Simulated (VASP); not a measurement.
# Fitting the PBE energy curve of SrRh

It takes space group Fm-3m (No. 225, cubic). Conventional cell: a = 5.985 Å, b = 5.985 Å, c = 5.985 Å, α = 90.00°, β = 90.00°, γ = 90.00°. Around Sr (site symmetry m-3m) lie 6 Rh at 2.99 Å. Rh (site symmetry m-3m) has 6 Sr at 2.99 Å as nearest neighbours.

The cell comes from a database or a generator and needn't be the stable form of this composition.

The cell was scaled at fixed shape and fractions and run with VASP, PBE PAW files Rh_pv, Sr_sv, 520 eV; PBE, k mesh 8 × 8 × 8 on the cell of 2 atoms, fermi-dirac occupations of 0.05 eV, no spin polarisation, no spin-orbit coupling. Energies are those that the program minimises, any entropy of the smearing included. For a metal such a mesh isn't converged to the digits shown.

| V (Å³/atom) | energy over the lowest row (meV/atom) |
| --- | --- |
| 25.1959 | 16.480 |
| 25.7320 | ? |
| 26.2681 | 2.509 |
| 26.8042 | 0.000 |
| 27.3403 | 0.059 |
| 27.8764 | 2.456 |
| 28.4124 | 6.948 |

Q: Fit the third-order Birch-Murnaghan form, give V0, B0 and B′, and predict the energy left open.

A: With y = (V0/V)^(2/3), E = E0 + (9 V0 B0/16) [(y - 1)³ B′ + (y - 1)² (6 - 4y)]. Least squares through the rows shown give V0 = 27.0553 Å³/atom, E0 = -0.279 meV, B0 = 37.08 GPa (1 eV/Å³ = 160.218 GPa) and B′ = 4.28, with a largest miss of 0.005 meV. At V = 25.7320 the form with these constants gives 7.901 meV; the run gave 7.901 meV an atom.
